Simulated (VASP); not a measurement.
HfIn2Se5:

```
Hf In Se
1.0
     5.63211    0.00000    0.00000
    -2.81606    4.87755    0.00000
     0.00000    0.00000    9.45217
Hf In Se
1 2 5
Direct
  0.00000 0.00000 0.50000
  0.00000 0.00000 0.12384
  0.00000 0.00000 0.87616
  0.50000 0.00000 0.50000
  0.00000 0.50000 0.50000
  0.50000 0.50000 0.50000
  0.33333 0.66667 0.00000
  0.66667 0.33333 0.00000
```

The cell was built by a generator and needn't be a form met in nature.

| Property | Result |
| --- | --- |
| Program | VASP 6.6.1 |
| Task | relaxation of cell and atoms |
| Functional | PBE |
| Potentials or basis | VASP PAW PBE potentials, release 64 (Hf_pv, In_d, Se) |
| Cutoff | 520 eV |
| k mesh | 3 × 3 × 2 |
| Occupations | gaussian, width 0.15 eV |
| Spin | no spin polarisation |

At the start: pressure -1.2 GPa; volume 32.46 Å³/atom.

Task: Where does the relaxation end?

Result: Over 15 steps the energy falls by 240.6 meV/atom and the volume is 29.08 Å³/atom (-10.4 %); space group P6/mmm (No. 191, to 0.05 Å).

Step by step:
```tsv
step	energy change (eV)	largest force (eV/Å)	pressure (GPa)	volume (Å³)
1	0.0000	6.2935	-1.24	259.66
2	-1.5726	0.4429	0.08	249.80
3	-1.5735	0.7362	-0.27	251.04
4	-1.5770	0.5486	-0.34	250.48
5	-1.7605	0.3667	-1.14	247.58
6	-1.7043	0.7349	-1.85	237.68
7	-1.8695	0.1314	-1.57	243.59
8	-1.8729	0.0364	-1.69	242.83
9	-1.8953	0.3503	0.88	226.53
10	-1.9208	0.1236	-0.28	233.29
11	-1.9210	0.1810	-0.37	233.10
12	-1.9147	0.2622	0.20	229.80
13	-1.9205	0.1405	0.05	232.26
14	-1.9208	0.1192	-0.14	232.81
15	-1.9249	0.0302	0.08	232.63
```

Final structure:
```
Hf In Se
1.0
     5.46455    0.00000    0.00000
    -2.73228    4.73244    0.00000
     0.00000    0.00000    8.99565
Hf In Se
1 2 5
Direct
  0.00000 0.00000 0.50000
  0.00000 0.00000 0.16493
  0.00000 0.00000 0.83507
  0.50000 0.00000 0.50000
  0.00000 0.50000 0.50000
  0.50000 0.50000 0.50000
  0.33333 0.66667 0.00000
  0.66667 0.33333 0.00000
```

Caveat: the k mesh is coarse (spacing up to 0.43 Å⁻¹), so the values aren't converged; this functional lacks dispersion, which binds the layers, so the pressure and a relaxed spacing across them are unreliable.
